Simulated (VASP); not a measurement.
Here is the system:

```
TiB2
1.0
   -1.58236     1.58236     2.98249
    1.58236    -1.58236     2.98249
    1.58236     1.58236    -2.98249
Ti B
1 2
Direct
  0.00000   0.00000   0.00000
  0.36782   0.36782   0.00000
  0.63218   0.63218   0.00000
```

Level of theory: PBEsol GGA, VASP's PBE PAW potentials (set 64) (plane waves; VASP). Numerical set-up: 520 eV cut-off, 15×15×15 Γ-centred mesh, tetrahedra with Blöchl corrections, potentials Ti_sv B.

The cores are frozen, which limits the accuracy of field gradients.

**Question.** Give the principal components of the electric field gradient (V/Å²) and the asymmetry η at each nucleus.

**Answer.** 
```
atom  Vxx  Vyy    Vzz     η
----  ---  ---  -----  ----
Ti1   1.9  1.9   -3.7  0.00
B2    8.0  8.0  -16.0  0.00
B3    8.0  8.0  -16.0  0.00
```

The structure was generated: TiB2 was put into the MoSi2 type (I4/mmm), which need not be its known phase. It was relaxed first, which changed the volume by +7 %.
